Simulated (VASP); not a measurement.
Level of theory: PBE GGA + U (Dudarev), VASP's PBE PAW potentials (set 64) (plane waves; VASP).

A VASP calculation is set up with these files.

### POSCAR
```
GdN
1
    3.4718030000     0.0000000000     0.0000000000
    0.0000000000     3.4718030000     0.0000000000
    0.0000000000     0.0000000000     6.1131750000
Gd N
2 2
Direct
 -0.0065080000   0.4984120000   0.0014180000
  0.5038990000  -0.0022180000   0.4964820000
  0.0012610000   0.0019750000   0.2531910000
  0.0013480000   0.0018310000   0.7489090000
```

### KPOINTS
```
K-points
0
gamma
 4 4 2
0 0 0
```

### INCAR
```
ALGO = Normal
EDIFF = 1E-6
ENCUT = 400
GGA = PE
ISIF = 2
ISMEAR = 0
ISPIN = 2
LASPH = .TRUE.
LCHARG = .FALSE.
LDAU = .TRUE.
LDAUJ = 0 0
LDAUL = 3 -1
LDAUTYPE = 2
LDAUU = 8.0 0
LMAXMIX = 6
LORBIT = 11
LREAL = .FALSE.
LWAVE = .FALSE.
MAGMOM = 2*7.0 2*0.0
NELM = 100
PREC = Accurate
SIGMA = 0.272
SYSTEM = GdN
```

POTCAR, in this order: Gd N (PBE.64 set). Program: vasp_std.

Output of the run:

OSZICAR:
```
       N       E                     dE             d eps       ncg     rms          rms(c)
DAV:   1     0.344896650866E+03    0.34490E+03   -0.14056E+04  3936   0.505E+03
DAV:   2     0.481598310789E+02   -0.29674E+03   -0.25101E+03  3884   0.484E+02
DAV:   3    -0.254180590079E+02   -0.73578E+02   -0.70584E+02  4426   0.210E+02
DAV:   4    -0.353646991213E+02   -0.99466E+01   -0.98443E+01  5030   0.705E+01
DAV:   5    -0.368290586239E+02   -0.14644E+01   -0.14602E+01  5300   0.261E+01    0.660E+01
DAV:   6    -0.414108585512E+02   -0.45818E+01   -0.76656E+01  4496   0.254E+02    0.193E+02
DAV:   7    -0.433601154722E+02   -0.19493E+01   -0.23049E+01  4452   0.279E+01    0.136E+02
DAV:   8    -0.427888867394E+02    0.57123E+00   -0.23145E+00  5388   0.150E+01    0.114E+02
DAV:   9    -0.423730100902E+02    0.41588E+00   -0.96495E-01  4548   0.235E+01    0.842E+01
DAV:  10    -0.420960865040E+02    0.27692E+00   -0.25967E+00  4994   0.232E+01    0.447E+01
DAV:  11    -0.421894014962E+02   -0.93315E-01   -0.97246E-01  5016   0.116E+01    0.335E+01
DAV:  12    -0.422514831284E+02   -0.62082E-01   -0.37802E-01  5046   0.405E+00    0.246E+01
DAV:  13    -0.422582873061E+02   -0.68042E-02   -0.23626E-02  4856   0.237E+00    0.198E+01
DAV:  14    -0.422495799843E+02    0.87073E-02   -0.33682E-02  4492   0.401E+00    0.166E+01
DAV:  15    -0.422512825149E+02   -0.17025E-02   -0.11529E-02  5060   0.691E-01    0.146E+01
DAV:  16    -0.422512438470E+02    0.38668E-04   -0.83953E-04  5016   0.253E-01    0.143E+01
DAV:  17    -0.422512245092E+02    0.19338E-04   -0.28916E-04  4586   0.161E-01    0.136E+01
DAV:  18    -0.422509817146E+02    0.24279E-03   -0.10319E-04  5064   0.694E-02    0.130E+01
DAV:  19    -0.422490560466E+02    0.19257E-02   -0.67000E-04  4758   0.317E-01    0.112E+01
DAV:  20    -0.422455218256E+02    0.35342E-02   -0.43118E-03  5130   0.512E-01    0.823E+00
DAV:  21    -0.422440079757E+02    0.15138E-02   -0.36448E-03  5320   0.433E-01    0.513E+00
DAV:  22    -0.422433019809E+02    0.70599E-03   -0.24943E-03  5338   0.328E-01    0.209E+00
DAV:  23    -0.422431582575E+02    0.14372E-03   -0.90696E-04  5408   0.215E-01    0.655E-01
DAV:  24    -0.422431754374E+02   -0.17180E-04   -0.21296E-04  5104   0.579E-02    0.598E-01
DAV:  25    -0.422431850357E+02   -0.95983E-05   -0.13323E-05  3792   0.372E-02    0.724E-01
DAV:  26    -0.422431815255E+02    0.35103E-05   -0.24002E-06  3002   0.210E-02    0.659E-01
DAV:  27    -0.422431661466E+02    0.15379E-04   -0.20706E-04  4754   0.137E-01    0.153E-01
DAV:  28    -0.422431668955E+02   -0.74899E-06   -0.27602E-05  4006   0.530E-02    0.541E-02
DAV:  29    -0.422431670099E+02   -0.11441E-06   -0.42880E-06  3144   0.264E-02
   1 F= -.42243167E+02 E0= -.42206596E+02  d E =-.731429E-01  mag=    13.9645
```

OUTCAR:
```
------------------------ aborting loop because EDIFF is reached ----------------------------------------
  FORCE on cell =-STRESS in cart. coord.  units (eV):
  Direction    XX          YY          ZZ          XY          YZ          ZX
  --------------------------------------------------------------------------------------
  Total        2.4316852      1.8993452      1.5905134     -0.0017719     -0.0107341     -0.0241135
  in kB       52.8738526     41.2988075     34.5836585     -0.0385267     -0.2333998     -0.5243169
  external PRESSURE =      42.9187729 kB  Pullay stress =       0.0000000 kB
  volume of cell :       73.68
      direct lattice vectors                 reciprocal lattice vectors
     3.471803000  0.000000000  0.000000000     0.288034776  0.000000000  0.000000000
     0.000000000  3.471803000  0.000000000     0.000000000  0.288034776  0.000000000
     0.000000000  0.000000000  6.113175000     0.000000000  0.000000000  0.163581118
 POSITION                                       TOTAL-FORCE (eV/Angst)
 -----------------------------------------------------------------------------------
      3.44921      1.73039      0.00867        -0.010900      0.086770     -0.190708
      1.74944      3.46410      3.03508        -0.106882     -0.023808      0.404582
      0.00438      0.00686      1.54780         0.064154     -0.032330     -0.360642
      0.00468      0.00636      4.57821         0.053627     -0.030632      0.146769
 -----------------------------------------------------------------------------------
    total drift:                               -0.000538     -0.002707     -0.001840
  FREE ENERGIE OF THE ION-ELECTRON SYSTEM (eV)
  ---------------------------------------------------
  free  energy   TOTEN  =       -42.2431670099 eV

  energy  without entropy=      -42.1700241212  energy(sigma->0) =      -42.20659557

 total charge

# of ion       s       p       d       f       tot
--------------------------------------------------
    1        2.041   5.642   0.591   6.984  15.259
    2        2.042   5.644   0.601   6.987  15.274
    3        1.294   2.338   0.000   0.000   3.632
    4        1.293   2.324   0.000   0.000   3.617
--------------------------------------------------
tot          6.669  15.948   1.192  13.971  37.781

 magnetization (x)

# of ion       s       p       d       f       tot
--------------------------------------------------
    1        0.002  -0.091   0.127   6.888   6.926
    2        0.002  -0.091   0.125   6.885   6.921
    3       -0.011  -0.229   0.000   0.000  -0.240
    4       -0.011  -0.245   0.000   0.000  -0.257
--------------------------------------------------
tot         -0.017  -0.656   0.252  13.773  13.351
```
(Selected blocks of OUTCAR.)

At this cut-off the stress carries a Pulay error, which pulls relaxed volumes low. The moments were started parallel, and other spin orders were not tried in this run.

The structure was generated: GdN was put into an ordered model structure, which need not be its known phase. The cell was not relaxed at this level, atoms are displaced from their ideal sites. The k-mesh is coarse (spacing up to 0.51 per Å, 2π included), so the numbers may not be converged in it. The run is one of a series of settings (LDAU = .TRUE., LDAUJ = 0 0, LDAUL = 3 -1, LDAUTYPE = 2, LDAUU = 8.0 0 against the base run), some of them coarse on purpose.
